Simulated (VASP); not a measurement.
Crystal: Ca.

```xyz
1
Lattice="-2.1905 2.1905 2.1905 2.1905 -2.1905 2.1905 2.1905 2.1905 -2.1905" Properties=species:S:1:pos:R:3 pbc="T T T"
Ca    0.0000    0.0000    0.0000
```

This isn't the form of Ca at room conditions, which is fcc.

| Item | Value |
| --- | --- |
| Program | VASP 6.6.1 |
| Task | relaxation of cell and atoms |
| Functional | LDA |
| Potentials or basis | VASP PAW LDA potentials, release 64 (Ca_sv) |
| Cutoff | 600 eV |
| k mesh | 14 × 14 × 14 |
| Occupations | gaussian, width 0.1 eV |
| Spin | no spin polarisation |

At the start: pressure -1.7 GPa; volume 42.04 Å³/atom.

Question: How do energy, volume and symmetry change on relaxing?

Answer: Over 4 steps the energy falls by 26.3 meV/atom and the volume is 37.52 Å³/atom (-10.8 %); space group Im-3m (No. 229, to 0.05 Å).

The path:
```tsv
step	energy change (eV)	largest force (eV/Å)	pressure (GPa)	volume (Å³)
1	0.0000	0.0000	-1.74	42.04
2	-0.0217	0.0000	-0.79	39.32
3	-0.0263	0.0000	-0.02	37.60
4	-0.0263	0.0000	0.02	37.52
```

Final structure:
```cif
data_structure
_symmetry_space_group_name_H-M 'P 1'
_symmetry_Int_Tables_number 1
_cell_length_a 3.6528
_cell_length_b 3.6528
_cell_length_c 3.6528
_cell_angle_alpha 109.471
_cell_angle_beta 109.471
_cell_angle_gamma 109.471
_cell_volume 37.52
loop_
_atom_site_label
_atom_site_type_symbol
_atom_site_fract_x
_atom_site_fract_y
_atom_site_fract_z
_atom_site_occupancy
Ca1 Ca 0.00000 0.00000 0.00000 1
```
